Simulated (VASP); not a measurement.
An input for Ansatz (written as the equivalent of a VASP run, and not itself run):

Ansatz 0.2 input:
```yaml
crystal:
  lattice:
    - [0.0000000, 2.2447540, 2.3275310]
    - [2.3520170, 0.0000000, 2.3275310]
    - [2.3520170, 2.2447540, 0.0000000]
  atoms:
    - { symbol: Li, position: [0.2500000, 0.2500000, 0.2500000] }
    - { symbol: Li, position: [0.7500000, 0.7500000, 0.7500000] }
    - { symbol: O, position: [-0.0149530, 0.0149530, 0.0149530] }
kpoints:
  mp_grid: { grid: [8, 8, 8] }
hamiltonian:
  xc: pbe
  pseudopotentials: { kind: paw }
scf:
  occupations: { method: gaussian, width: 0.05 }
  max_iter: 100
output: { forces: true, stress: true, eigenvalues: true }
```

**Question.** Translate this input to VASP (INCAR, KPOINTS, POSCAR, choice of POTCAR).

**Answer.** Several could match; the one computed here: 
POSCAR:
```
Li2O
1.0
  0.0000000000   2.2447540000   2.3275310000
  2.3520170000   0.0000000000   2.3275310000
  2.3520170000   2.2447540000   0.0000000000
Li O
2 1
Direct
  0.2500000000   0.2500000000   0.2500000000
  0.7500000000   0.7500000000   0.7500000000
 -0.0149530000   0.0149530000   0.0149530000
```

### INCAR
```
# general
SYSTEM  =  Li2O
PREC    =  Accurate
ENCUT   =  520   # plane-wave cut-off (eV)
LREAL   =  .FALSE.
LASPH   =  .TRUE.

# electronic loop
EDIFF   =  1E-6   # SCF stop (eV)
NELM    =  100   # most electronic steps
ALGO    =  Normal   # blocked Davidson
IMIX    =  4
AMIX    =  0.1
BMIX    =  1.0

# smearing
ISMEAR  =  0   # Gaussian
SIGMA   =  0.05   # width (eV)

# functional
GGA     =  PE

# ions
ISIF    =  2   # forces and stress, cell fixed

# output
LWAVE   =  .FALSE.
LCHARG  =  .FALSE.
```

File KPOINTS:
```
K-points
0
G
  8 8 8
0 0 0
```

POTCAR, in this order: Li_sv O (PBE.64 set). Program: vasp_std.

What does not carry over: each code has its own PAW files, so the cut-off isn't converted (ENCUT is set for VASP's; basis.ecutwfc is left out, and Ansatz then takes the one that its files recommend); Ansatz stops its SCF on the density residual and VASP on the energy change (EDIFF).

The compound is Li2O in the antifluorite structure. The cell was not relaxed at this level, atoms are displaced from their ideal sites. The run is one of a series of settings (AMIX = 0.1, BMIX = 1.0, IMIX = 4 against the base run), some of them coarse on purpose.
